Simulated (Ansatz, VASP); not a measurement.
# LiF (LiF (Fm-3m)) in two plane-wave programs, part 2 of 2

Aim: how closely do two programs agree when they are given the same cell, functional and k mesh? The cell is taken from a series of runs on this material, whose earlier steps may have relaxed, scaled, displaced or heated it; both programs get it as it stands.

VASP 6.6.1 and Ansatz 0.2.0.

So far: The structure; Ansatz: single point, PBE0.

## (3) VASP: single point, PBE0

Level of this step: PBE0; plane waves and PAW (Li_sv, F) (VASP).

The same cell, functional and mesh now go to VASP, with its own data sets.

Lines of VASP's logs that name or quote its potential files are left out, and so is its time.

The run reads the wave functions of an earlier VASP run, which isn't shown here.

INCAR

```
SYSTEM = LiF
PREC = Accurate
ENCUT = 650
EDIFF = 1E-06
NELM = 100
ISMEAR = 0
SIGMA = 0.01
LREAL = .FALSE.
ALGO = Normal
LHFCALC = .TRUE.
AEXX = 0.25
GGA = PE
LASPH = .TRUE.
NBANDS = 11
PRECFOCK = Fast
LORBIT = 11
LWAVE = .FALSE.
LCHARG = .FALSE.
KPAR = 8
ISIF = 2
```

POSCAR

```
LiF
1.0
    0.0000000000      2.0032931900      2.0032931900
    2.0032931900      0.0000000000      2.0032931900
    2.0032931900      2.0032931900      0.0000000000
Li F
1 1
Direct
    0.0000000000      0.0000000000      0.0000000000
    0.5000000000      0.5000000000      0.5000000000
```

KPOINTS

```
Automatic mesh
0
Gamma
4 4 4
0 0 0
```

PAW data sets: Li_sv and F (PBE family, release 64).

The run is started by

```
$ mpirun -np 8 vasp_std
```

Numbers of over 12 decimals in the logs are rounded to 6 here.

Log:

```text
[banner, memory and clock lines left out]
running    8 mpi-ranks, on    1 nodes
 distrk:  each k-point on    1 cores,    8 groups
 distr:  one band on    1 cores,    1 groups

 POSCAR found type information on POSCAR LiF
 POSCAR found :  2 types and       2 ions
|                                                                             |
|           W    W    AA    RRRRR   N    N  II  N    N   GGGG   !!!           |
|           W    W   A  A   R    R  NN   N  II  NN   N  G    G  !!!           |
|           W    W  A    A  R    R  N N  N  II  N N  N  G       !!!           |
|           W WW W  AAAAAA  RRRRR   N  N N  II  N  N N  G  GGG   !            |
|           WW  WW  A    A  R   R   N   NN  II  N   NN  G    G                |
|           W    W  A    A  R    R  N    N  II  N    N   GGGG   !!!           |
|                                                                             |
|     For optimal performance we recommend to set                             |
|       NCORE = 2 up to number-of-cores-per-socket                            |
|     NCORE specifies how many cores store one orbital (NPAR=cpu/NCORE).      |
|     This setting can greatly improve the performance of VASP for DFT.       |
|     The default, NCORE=1 might be grossly inefficient on modern             |
|     multi-core architectures or massively parallel machines. Do your        |
|     Unfortunately you need to use the default for GW and RPA                |
|     calculations (for HF NCORE is supported but not extensively tested      |
|     yet).                                                                   |
|                                                                             |

 LDA part: xc-table for (Slater+PW92), standard interpolation
 found WAVECAR, reading the header
 POSCAR, INCAR and KPOINTS ok, starting setup
 FFT: planning ... GRIDC
 FFT: planning ... GRID_SOFT
 FFT: planning ... GRID
 reading WAVECAR
 the WAVECAR file was read successfully
 initial charge from wavefunction
 entering main loop
       N       E                     dE             d eps       ncg     rms          rms(c)
DAV:   1    -0.119379206671E+02   -0.11938E+02   -0.26990E-01   179   0.477E+00    0.296E-01
DAV:   2    -0.119382767542E+02   -0.35609E-03   -0.53025E-03   197   0.832E-01    0.175E-01
DAV:   3    -0.119378405406E+02    0.43621E-03   -0.14270E-03   208   0.289E-01    0.119E-01
DAV:   4    -0.119377608342E+02    0.79706E-04   -0.74780E-05   203   0.706E-02    0.759E-02
DAV:   5    -0.119377182853E+02    0.42549E-04   -0.20947E-05   206   0.581E-02    0.417E-02
DAV:   6    -0.119377062754E+02    0.12010E-04   -0.66297E-06   203   0.327E-02    0.232E-02
DAV:   7    -0.119377025748E+02    0.37006E-05   -0.14430E-06   217   0.152E-02    0.137E-02
DAV:   8    -0.119377015570E+02    0.10178E-05   -0.63458E-07   199   0.895E-03    0.831E-03
DAV:   9    -0.119377013465E+02    0.21054E-06   -0.23637E-07   118   0.606E-03
   1 F= -.11937701E+02 E0= -.11937701E+02  d E =-.943385E-38
```

From OUTCAR (step 3):

```text
ion  position               nearest neighbor table
   1  0.000  0.000  0.000-   2 2.00   2 2.00   2 2.00   2 2.00   2 2.00   2 2.00
   2  0.500  0.500  0.500-   1 2.00   1 2.00   1 2.00   1 2.00   1 2.00   1 2.00

  LATTYP: Found a face centered cubic cell.
 ALAT       =     4.0065863800

 Subroutine GETGRP returns: Found 48 space group operations
 (whereof 48 operations were pure point group operations)

The static configuration has the point symmetry O_h .

 Found      8 irreducible k-points:

   k-points           NKPTS =      8   k-points in BZ     NKDIM =     64   number of bands    NBANDS=     11

   dimension x,y,z NGX =    24 NGY =   24 NGZ =   24
   dimension x,y,z NGXF=    48 NGYF=   48 NGZF=   48

   ENCUT  =  650.0 eV  47.77 Ry    6.91 a.u.   5.89  5.89  5.89*2*pi/ulx,y,z

   NELECT =      10.0000    total number of electrons

 k-points in reciprocal lattice and weights: Automatic mesh
   0.00000000  0.00000000  0.00000000       0.016
   0.25000000  0.00000000  0.00000000       0.125
   0.50000000  0.00000000  0.00000000       0.062
   0.25000000  0.25000000  0.00000000       0.094
   0.50000000  0.25000000  0.00000000       0.375
  -0.25000000  0.25000000  0.00000000       0.188
   0.50000000  0.50000000  0.00000000       0.047
  -0.25000000  0.50000000  0.25000000       0.094

  exchange ACFDT corr.  =         0.00000000  see jH, gK, PRB 81, 115126

 average (electrostatic) potential at core
       1 -54.8722       2 -69.1268

 E-fermi :  -2.9891

 k-point     1 :       0.0000    0.0000    0.0000
  band No.  band energies     occupation
      1     -45.9993      2.00000
      2     -24.6953      2.00000
      3      -3.0781      2.00000
      4      -3.0781      2.00000
      5      -3.0781      2.00000
      6       9.2432      0.00000
      7      24.5667      0.00000
      8      24.5667      0.00000
      9      24.5667      0.00000
     10      24.7191      0.00000
    ...

 k-point     2 :       0.2500    0.0000    0.0000
  band No.  band energies     occupation
      1     -45.9672      2.00000
      2     -24.4685      2.00000
      3      -4.5463      2.00000
      4      -3.2082      2.00000
      5      -3.2082      2.00000
      6      10.5405      0.00000
      7      18.3219      0.00000
      8      20.9787      0.00000
      9      20.9788      0.00000
     10      27.5521      0.00000
    ...

 k-point     3 :       0.5000    0.0000    0.0000
  band No.  band energies     occupation
      1     -45.9351      2.00000
      2     -24.2242      2.00000
      3      -5.8016      2.00000
      4      -3.3320      2.00000
      5      -3.3320      2.00000
      6      10.9080      0.00000
      7      17.3058      0.00000
      8      19.2579      0.00000
      9      19.2579      0.00000
     10      31.0682      0.00000
    ...

  Total       -0.0898506     -0.0898506     -0.0898506     -0.0000000     -0.0000000      0.0000000
  in kB       -8.9529844     -8.9529844     -8.9529844     -0.0000000     -0.0000000      0.0000000
  external PRESSURE =      -8.9529844 kB  Pullay stress =       0.0000000 kB

  energy-cutoff  :      650.00
  volume of cell :       16.08
      direct lattice vectors                 reciprocal lattice vectors
     0.000000000  2.003293190  2.003293190    -0.249589028  0.249589028  0.249589028
     2.003293190  0.000000000  2.003293190     0.249589028 -0.249589028  0.249589028
     2.003293190  2.003293190  0.000000000     0.249589028  0.249589028 -0.249589028

 POSITION                                       TOTAL-FORCE (eV/Angst)
 -----------------------------------------------------------------------------------
      0.00000      0.00000      0.00000         0.000000     -0.000000      0.000000
      2.00329      2.00329      2.00329        -0.000000      0.000000      0.000000
 -----------------------------------------------------------------------------------
    total drift:                                0.000000     -0.000000      0.000000

  FREE ENERGIE OF THE ION-ELECTRON SYSTEM (eV)
  ---------------------------------------------------
  free  energy   TOTEN  =       -11.9377013465 eV

  energy  without entropy=      -11.9377013465  energy(sigma->0) =      -11.93770135

 total charge
# of ion       s       p       d       tot
------------------------------------------
    1        2.015   0.051   0.000   2.066
    2        1.734   4.447   0.000   6.182
--------------------------------------------------
tot          3.750   4.498   0.000   8.248

[... 3 further parts left out ...]
```

The k-mesh is coarse for unscreened exact exchange, which converges slowly with it.

## (4) Side by side

Known differences besides the potentials themselves: exact exchange at q = 0 is treated differently, which shows on coarse meshes; VASP keeps PBE cores, Ansatz makes them for the functional; fixed occupations in Ansatz, narrow Gaussian smearing in VASP; the cutoff is 420 eV in Ansatz and 650 eV in VASP; VASP takes a coarser grid for exact exchange (PRECFOCK = Fast). Total energies have different zeros and are not compared.

Both answers:

| quantity | Ansatz | VASP | difference |
| --- | --- | --- | --- |
| gap on the k mesh (eV) | 12.316 | 12.321 | -0.005 |

A gap on the mesh is an upper bound, since the band edges may lie between its points.

## (5) Summary of results

```yaml
difference_in_gap_on_the_k_mesh_single_point_pbe0: -0.0049 eV
```

The difference in gap on the k mesh is -0.0049 eV (single point, PBE0), within the 0.08 eV picked in this series as the mark of a large difference. How closely two codes agree says nothing of how well the functional describes the real material.

[Lines on the potential files, build, host, timing and source positions are cut from VASP's logs without a mark.]

[Logs are printed without paths, hosts, clocks, repeated set-up lines and the standing remarks that a program may print on its own settings, such as how far it seeks lower states.]

[Hosts, paths, dates, database ids (printed as entryN), source tags and the programs' standing remarks are cut or masked in the printed files.]
